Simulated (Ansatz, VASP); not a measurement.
# ZrWS3: VASP beside Ansatz

INCAR

```
SYSTEM = ZrWS3
ALGO = Normal
EDIFF = 1E-7
ENCUT = 520
GGA = PE
ISIF = 2
ISMEAR = 0
LASPH = .True.
LCHARG = .False.
LREAL = .False.
LWAVE = .False.
NBANDS = 30
NELM = 80
PREC = Accurate
SIGMA = 0.1
```

KPOINTS

```
k-points
0
Gamma
  4 4 4
  0 0 0
```

Contents of POSCAR:

```
ZrWS3
1.0
    3.3931678800     -3.7806707000      0.0000000000
    3.3931678800      3.7806707000      0.0000000000
    0.0000000000      0.0000000000      4.2664678200
Zr W S
1 1 3
Direct
    0.0000000000      0.0000000000      0.5000000000
    0.5000000000      0.5000000000      0.0000000000
    0.2660575000      0.7339425000      0.0000000000
    0.7339425000      0.2660575000      0.0000000000
    0.0000000000      0.0000000000      0.0000000000
```

Input for Ansatz:

```yaml
crystal:
  lattice:
    - [3.39316788, -3.7806707, 0.0]
    - [3.39316788, 3.7806707, 0.0]
    - [0.0, 0.0, 4.26646782]
  atoms:
    - { symbol: Zr, position: [0.0, 0.0, 0.5] }
    - { symbol: W, position: [0.5, 0.5, 0.0] }
    - { symbol: S, position: [0.2660575, 0.7339425, 0.0] }
    - { symbol: S, position: [0.7339425, 0.2660575, 0.0] }
    - { symbol: S, position: [0.0, 0.0, 0.0] }
basis:
  ecutwfc: 420
kpoints:
  mp_grid: { grid: [4, 4, 4] }
hamiltonian:
  xc: pbe
scf:
  occupations: { method: gaussian, width: 0.1 }
  lower_state_search: "off"
output:
  forces: true
  stress: true
  eigenvalues: true
```

Alike in both runs: task single point; functional PBE; k mesh 4 × 4 × 4; occupations gaussian, width 0.1 eV; no spin polarisation.

|  | VASP | Ansatz |
| --- | --- | --- |
| version | VASP 6.6.1 | Ansatz 0.2.0 |
| potentials or method | VASP PAW PBE potentials, release 64 (Zr_sv, W_sv, S) | scalar-relativistic, plane waves, PAW |
| plane-wave cutoff (eV) | 520 | 420 |
| valence electrons in the cell | 44 | 44 |

Ansatz gave:

| Item | Value |
| --- | --- |
| gap on the k mesh at the Fermi level (eV) | none |
| rms of the force components (eV/Å) | 6.981 |

Problem. Which values does VASP return?

Solution. gap on the k mesh at the Fermi level (eV): none; rms of the force components (eV/Å): 6.931.

Atom by atom the forces differ by 0.049 eV/Å (rms over components). A gap of «none» marks a metal or a gap that the smearing closes. With one functional, cell and mesh, what is left measures potentials, basis and numerics.

Caveats: the k mesh is coarse (spacing up to 0.37 Å⁻¹), so the values aren't converged; forces of over 1 eV/Å show positions far from the minimum, so gaps and moduli don't describe the material at rest. Spin-orbit coupling is left out, which matters for the levels of W.
